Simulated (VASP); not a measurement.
Computed with PBEsol GGA, VASP's PBE PAW potentials (set 64) (plane waves; VASP).

A VASP calculation is set up with these files.

**INCAR**
```
SYSTEM=Mo
PREC=Accurate; ENCUT=500; LREAL=.FALSE.
LASPH=.TRUE.
EDIFF=1E-6; NELM=100; ALGO=Normal
LMAXMIX=4
ISMEAR=1; SIGMA=0.1
GGA=PS
IBRION=2; NSW=40; ISIF=3
EDIFFG=-0.02; PSTRESS=100
LWAVE=.FALSE.; LCHARG=.FALSE.
```

### KPOINTS
```
Regular mesh
0
G
 16 16 16
0 0 0
```

POSCAR:
```
Mo
1.0
 -1.5568329152   1.5568329152   1.5568329152
  1.5568329152  -1.5568329152   1.5568329152
  1.5568329152   1.5568329152  -1.5568329152
Mo
1
Direct
  0.0000000000   0.0000000000   0.0000000000
```

POTCAR, in this order: Mo_sv (PBE.64 set). Program: vasp_std.

### Question
Estimate the energy per atom (σ→0), volume per atom, band gap (on the k-mesh).

### Answer

| Quantity | Result |
|---|---|
| energy per atom (σ→0) | -11.768 eV/atom |
| band gap (on the k-mesh) | none (metal, semimetal or under 0.01 eV) |
| volume per atom | 14.85 Å³/atom |

OSZICAR:
```
...
       N       E                     dE             d eps       ncg     rms          rms(c)
DAV:   1    -0.122668877326E+02   -0.59277E+00   -0.13082E+01  3322   0.527E+01    0.791E+00
DAV:   2    -0.117993882903E+02    0.46750E+00   -0.10240E+00  3280   0.127E+01    0.167E+00
DAV:   3    -0.117649482527E+02    0.34440E-01   -0.15222E-01  3435   0.491E+00    0.103E+00
DAV:   4    -0.117681820863E+02   -0.32338E-02   -0.19987E-03  3352   0.527E-01    0.132E-01
DAV:   5    -0.117683010731E+02   -0.11899E-03   -0.27261E-04  3554   0.207E-01    0.102E-02
DAV:   6    -0.117683009803E+02    0.92776E-07   -0.18862E-06  3215   0.176E-02
   3 F= -.10841219E+02 E0= -.10841332E+02  d E =-.397317E-02
```

The compound is Mo in the bcc structure. This run relaxes it under an external pressure of 10 GPa. Symmetry was kept, so distortions that lower it aren't found.
